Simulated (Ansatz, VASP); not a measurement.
**Two plane-wave programs on RbCaH3**

The input INCAR:

```
PREC = Accurate ; ENCUT = 520
EDIFF = 1E-6 ; ISMEAR = 0
SIGMA = 0.05 ; LREAL = False
LASPH = True ; NELM = 60
ALGO = Normal ; ISIF = 2
LWAVE = False ; LCHARG = False
NBANDS = 19
```

File KPOINTS:

```
Automatic mesh
0
Gamma
  6 6 6
```

POSCAR

```
RbCaH3
1.0
    4.5470000000      0.0000000000      0.0000000000
    0.0000000000      4.5470000000      0.0000000000
    0.0000000000      0.0000000000      4.5470000000
Rb Ca H
1 1 3
Direct
    0.0000000000      0.0000000000      0.0687266329
    0.5000000000      0.5000000000      0.5000000000
    0.0000000000      0.5000000000      0.5000000000
    0.5000000000      0.0000000000      0.5000000000
    0.5000000000      0.5000000000      0.0000000000
```

Input for Ansatz:

```yaml
crystal:
  lattice:
    - [4.547, 0.0, 0.0]
    - [0.0, 4.547, 0.0]
    - [0.0, 0.0, 4.547]
  atoms:
    - { symbol: Rb, position: [0.0, 0.0, 0.0687266329] }
    - { symbol: Ca, position: [0.5, 0.5, 0.5] }
    - { symbol: H, position: [0.0, 0.5, 0.5] }
    - { symbol: H, position: [0.5, 0.0, 0.5] }
    - { symbol: H, position: [0.5, 0.5, 0.0] }
basis:
  ecutwfc: 420
kpoints:
  mp_grid: { grid: [6, 6, 6] }
hamiltonian:
  xc: lda
scf:
  occupations: { method: gaussian, width: 0.05 }
output:
  forces: true
  stress: true
  eigenvalues: true
```

Change from the starting cell: all Rb atoms moved +0.312 Å, as atom 1 along Cartesian [0 0 1].

Alike in both runs: task single point; functional LDA; k mesh 6 × 6 × 6; occupations gaussian, width 0.05 eV; no spin polarisation.

|  | VASP | Ansatz |
| --- | --- | --- |
| version | VASP 6.6.1 | Ansatz 0.2.0 |
| potentials or method | VASP PAW LDA potentials, release 64 (Rb_sv, Ca_sv, H) | scalar-relativistic, plane waves, PAW |
| plane-wave cutoff (eV) | 520 | 420 |
| valence electrons in the cell | 22 | 22 |

```tsv
	VASP	Ansatz	Ansatz less VASP
gap on the k mesh at the Fermi level (eV)	2.92	2.93	+0.009
least direct gap on the mesh (eV)	2.92	2.93	+0.009
pressure (GPa)	-2.1	-2.1	-0.02
rms of the force components (eV/Å)	0.100	0.099	-0.0007
```

Atom by atom the forces differ by 0.001 eV/Å (rms over components).

A k mesh can miss the band edges.
